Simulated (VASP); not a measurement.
These are PW91 GGA, VASP's PBE PAW potentials (set 64) (plane waves; VASP) values and carry that method's errors.

A VASP calculation is set up with these files.

POSCAR:
```
FePt
1
    2.7563984613     0.0000000000     0.0000000000
    0.0000000000     2.7563984613     0.0000000000
    0.0000000000     0.0000000000     3.8071961453
Fe Pt
1 1
Direct
  0.0000000000   0.0000000000   0.0000000000
  0.5000000000   0.5000000000   0.5000000000
```

INCAR:
```
# general
SYSTEM  = FePt
PREC    = Accurate
ENCUT   = 520   # plane-wave cut-off (eV)
LREAL   = .FALSE.   # projection in real space or not
LASPH   = .TRUE.   # aspherical one-centre terms

# electronic loop
EDIFF   = 1E-7
NELM    = 100   # most electronic steps
ALGO    = Normal   # blocked Davidson
LMAXMIX = 6

# smearing
ISMEAR  = 1   # Methfessel-Paxton
SIGMA   = 0.1

# functional
GGA     = 91   # PW91

# spin
ISPIN   = 2   # spin-polarised
MAGMOM  = 2.9 0.3

# ions
IBRION  = 2
NSW     = 30   # most ionic steps
ISIF    = 4   # ions and shape, fixed volume
EDIFFG  = -0.01

# output
LWAVE   = .FALSE.
LCHARG  = .FALSE.
LORBIT  = 10
```

File KPOINTS:
```
Automatic mesh
0
Gamma
13 13 10
0 0 0
```

POTCAR, in this order: Fe Pt (PBE.64 set). Program: vasp_std.

Unless said otherwise, spin-orbit coupling is left out, though it shifts the bands of the heavy elements here.

Task: Estimate the energy per atom (σ→0), cell moment, band gap (on the k-mesh).

Result: 
```yaml
energy per atom (σ→0): -7.330 eV/atom
cell_moment: 3.27 μB
band gap (on the k-mesh): none (metal, semimetal or under 0.01 eV)
```

File OSZICAR:
```
...
DAV:   1    -0.146594456656E+02   -0.16158E-03   -0.73831E-03 11305   0.695E-01    0.754E-02
DAV:   2    -0.146594127738E+02    0.32892E-04   -0.39330E-04 13526   0.478E-01    0.100E-01
DAV:   3    -0.146593466290E+02    0.66145E-04   -0.22169E-04 12869   0.402E-01    0.394E-02
DAV:   4    -0.146593278388E+02    0.18790E-04   -0.30500E-05 13764   0.667E-02    0.144E-02
DAV:   5    -0.146593273649E+02    0.47382E-06   -0.24008E-06 14603   0.278E-02    0.448E-03
DAV:   6    -0.146593272367E+02    0.12827E-06   -0.11647E-07  6530   0.394E-03    0.227E-03
DAV:   7    -0.146593272064E+02    0.30271E-07   -0.39576E-08  5551   0.223E-03
   2 F= -.14659327E+02 E0= -.14659316E+02  d E =-.430281E-04  mag=     3.2723
```

The compound is FePt in the L1_0 structure. This cell is one point of a volume scan, at 1.03 of the reference volume. Symmetry was kept, so distortions that lower it aren't found.
